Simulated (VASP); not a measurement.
An input for Quantum ESPRESSO's pw.x (written as the equivalent of a VASP run, and not itself run):

```
&CONTROL
  calculation = 'vc-relax'
  pseudo_dir = './pseudo'
  outdir = './out'
  tprnfor = .true.
  tstress = .true.
  nstep = 40
  forc_conv_thr = 0.00039
/
&SYSTEM
  ibrav = 0
  nat = 2
  ntyp = 2
  ecutwfc = 90
  occupations = 'smearing'
  smearing = 'methfessel-paxton'
  degauss = 0.00735
  input_dft = 'pbesol'
/
&ELECTRONS
  conv_thr = 7.3e-09
  electron_maxstep = 100
/
&IONS
/
&CELL
  press = 100
/
ATOMIC_SPECIES
  Al 26.982 Al.upf
  Fe 55.845 Fe.upf
CELL_PARAMETERS angstrom
     2.7972794   -0.0000000    0.0000000
     0.0000000    2.7972794    0.0000000
    -0.0000000    0.0000000    2.7972794
ATOMIC_POSITIONS crystal
  Al   0.5000000  0.5000000  0.5000000
  Fe   0.0000000  0.0000000  0.0000000
K_POINTS automatic
  12 12 12 0 0 0
```

Q: Write the VASP files for the same calculation (PBEsol).

A: Several could match; the one computed here: 
### POSCAR
```
FeAl
1
    2.7972793745    -0.0000000000     0.0000000000
    0.0000000000     2.7972793745     0.0000000000
   -0.0000000000     0.0000000000     2.7972793745
Al Fe
1 1
Direct
  0.5000000000   0.5000000000   0.5000000000
  0.0000000000   0.0000000000   0.0000000000
```

KPOINTS:
```
Regular mesh
0
G
 12 12 12
0 0 0
```

### INCAR
```
SYSTEM = FeAl
PREC = Accurate
ENCUT = 480
EDIFF = 1E-7
NELM = 100
ALGO = Normal
LREAL = .FALSE.
LASPH = .TRUE.
ISMEAR = 1
SIGMA = 0.1
GGA = PS
LMAXMIX = 4
LWAVE = .FALSE.
LCHARG = .FALSE.
ISIF = 3
IBRION = 2
NSW = 40
EDIFFG = -0.01
PSTRESS = 100
```

POTCAR, in this order: Al Fe (PBE.64 set). Program: vasp_std.

What does not carry over: the potentials are each code's own (VASP's PAW set, PseudoDojo norm-conserving files in pw.x), so ENCUT and ecutwfc are chosen apart and not converted; conv_thr bounds pw.x's estimated SCF error, while EDIFF bounds the energy change between steps; forc_conv_thr acts on force components and is met together with etot_conv_thr.

The compound is FeAl in the CsCl type structure. It was relaxed first under an external pressure of 10 GPa.
